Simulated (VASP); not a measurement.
Here is a VASP 6.6.1 calculation.

The input INCAR:

```
SYSTEM = PtSe2
  AGGAC = 0.0
  ALGO = Normal
  EDIFF = 1E-7
  EDIFFG = -0.005
  ENCUT = 600
  GGA = MK
  IBRION = 2
  ISIF = 3
  ISMEAR = 0
  LASPH = .True.
  LCHARG = .False.
  LREAL = .False.
  LUSE_VDW = .True.
  LWAVE = .False.
  NELM = 80
  NSW = 90
  PARAM1 = 0.1234
  PARAM2 = 0.711357
  PREC = Accurate
  SIGMA = 0.03
  ZAB_VDW = -1.8867
```

KPOINTS

```
k-points
0
Gamma
  9 9 5
  0 0 0
```

File POSCAR:

```
PtSe2                                   
1.0
    3.7809269287      0.0000000000     -0.0000000000
   -1.8904634643      3.2743787701      0.0000000000
   -0.0000000000     -0.0000000000      4.9753583330
  Pt              Se            
     1     2
Direct
     0.0000000000000000    0.0000000000000000    0.0000000000000000
     0.3333333332999970    0.6666666667000030    0.2609918264698456
     0.6666666667000030    0.3333333332999970    0.7390081735301541
```

Potentials or basis: VASP PAW PBE potentials, release 64 (Pt, Se).

Launch:

```bash
$ cat potpaw_PBE.64/Pt/POTCAR potpaw_PBE.64/Se/POTCAR > POTCAR
$ mpirun -np 1 vasp_std > vasp.out
```

Task: What does it give for the band gap on the k mesh?

Result: None (metal or under the smearing width).

Final structure:
```
CELL_PARAMETERS angstrom
3.78093 0.00000 0.00000
-1.89046 3.27438 0.00000
0.00000 0.00000 4.97536
ATOMIC_POSITIONS crystal
Pt 0.00000 0.00000 0.00000
Se 0.33333 0.66667 0.26099
Se 0.66667 0.33333 0.73901
```

Caveat: the relaxation stopped at its first step, so nothing moved. The run has no spin-orbit coupling, so splittings on Pt are missing.
